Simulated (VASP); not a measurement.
Input:

```xyz
2
Lattice="0.0000 2.3946 2.3946 2.3946 0.0000 2.3946 2.3946 2.3946 0.0000" Properties=species:S:1:pos:R:3 pbc="T T T"
Er     0.0000     0.0000     0.0000
N      2.3946     2.3946     2.3946
```

Computed with PBEsol GGA, VASP's PBE PAW potentials (set 64) (plane waves; VASP 6.6.1). Numerical set-up: 520 eV cut-off, 12×12×12 Γ-centred mesh, first-order Methfessel-Paxton smearing of 0.10 eV, potentials Er_3 N.

The 4f electrons are frozen in the core of the lanthanide potential, so 4f levels, which can set the real gap, and their magnetism are missing.

Predict the energy per atom (σ→0), band gap (on the k-mesh) with the smallest direct gap where there is one.

band gap (on the k-mesh): none (metal, semimetal or under 0.01 eV)
energy per atom (σ→0): -8.691 eV/atom

The absolute energy has meaning only against runs of the same code, potentials and settings.

The structure comes from a computed database's ErN entry (Fm-3m); how it stands against other phases isn't given here. It was relaxed first. The start is the result of an earlier pass.
